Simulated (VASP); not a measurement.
B2O:

```
CELL_PARAMETERS angstrom
0.00000 2.01140 2.01140
2.01140 0.00000 2.01140
2.01140 2.01140 0.00000
ATOMIC_POSITIONS crystal
B 0.25000 0.25000 0.25000
B 0.75000 0.75000 0.75000
O 0.00000 0.00000 0.00000
```

The cell comes from a database or a generator and needn't be the stable form of this composition.

| Property | Result |
| --- | --- |
| Program | VASP 6.6.1 |
| Task | relaxation of cell and atoms |
| Functional | LDA |
| Potentials or basis | VASP PAW LDA potentials, release 64 (B, O) |
| Cutoff | 600 eV |
| k mesh | 8 × 8 × 8 |
| Occupations | gaussian, width 0.1 eV |
| Spin | no spin polarisation |

At the start: pressure 120.5 GPa; volume 5.43 Å³/atom.

Problem. Where does the relaxation end?

Solution. Over 4 steps the energy falls by 848.5 meV/atom and the volume is 8.96 Å³/atom (+65.2 %); space group Fm-3m (No. 225, to 0.05 Å).

The path:
```
step  energy change (eV)  largest force (eV/Å)  pressure (GPa)  volume (Å³)
   1              0.0000                0.0000          120.46        16.28
   2             -2.5322                0.0000           -4.08        27.90
   3             -2.5372                0.0000            3.50        26.09
   4             -2.5456                0.0000           -0.08        26.88
```

Final structure:
```xyz
3
Lattice="0.0000 2.3777 2.3777 2.3777 0.0000 2.3777 2.3777 2.3777 0.0000" Properties=species:S:1:pos:R:3 pbc="T T T"
B     1.1888    1.1888    1.1888
B     3.5665    3.5665    3.5665
O     2.3777    4.7554    2.3777
```

Caveat: the volume moved by over 15 % at a fixed basis, so the end points are rough.
